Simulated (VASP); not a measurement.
Here is a VASP 6.6.1 calculation.

The input INCAR:

```
  ALGO = Normal
  EDIFF = 1E-6
  EDIFFG = -0.01
  ENCUT = 520
  GGA = PE
  IBRION = 2
  ISIF = 3
  ISMEAR = 0
  KPAR = 4
  LASPH = T
  LCHARG = F
  LREAL = F
  LWAVE = F
  NELM = 120
  NSW = 90
  PREC = Accurate
  SIGMA = 0.1
```

File KPOINTS:

```
k-points
0
Gamma
  8 4 8
```

Contents of POSCAR:

```
Sn2GeO2
1.0
    3.7030000000      0.0000000000      0.0000000000
    0.0000000000     12.7320000000      0.0000000000
    0.0000000000      0.0000000000      3.6820000000
Sn Ge O
4 2 4
Direct
    0.0248447200      0.3469211400      0.0000000000
    0.5248447200      0.1530788600      0.5000000000
    0.9751552800      0.6530788600      0.0000000000
    0.4751552800      0.8469211400      0.5000000000
    0.0000000000      0.0000000000      0.0000000000
    0.5000000000      0.5000000000      0.5000000000
    0.5244396400      0.2506283400      0.0000000000
    0.0244396400      0.2493716600      0.5000000000
    0.4755603600      0.7493716600      0.0000000000
    0.9755603600      0.7506283400      0.5000000000
```

Potentials or basis: VASP PAW PBE potentials, release 64 (Sn_d, Ge_d, O).

Run with:

```console
$ cat potpaw_PBE.64/Sn_d/POTCAR potpaw_PBE.64/Ge_d/POTCAR potpaw_PBE.64/O/POTCAR > POTCAR
$ mpirun -np 4 vasp_std > vasp.out
```

(1) What does it give for the relaxed volume?

(2) What does it give for the band gap on the k mesh?

Results:

(1) 17.71 Å³/atom.

(2) none (metal or under the smearing width).
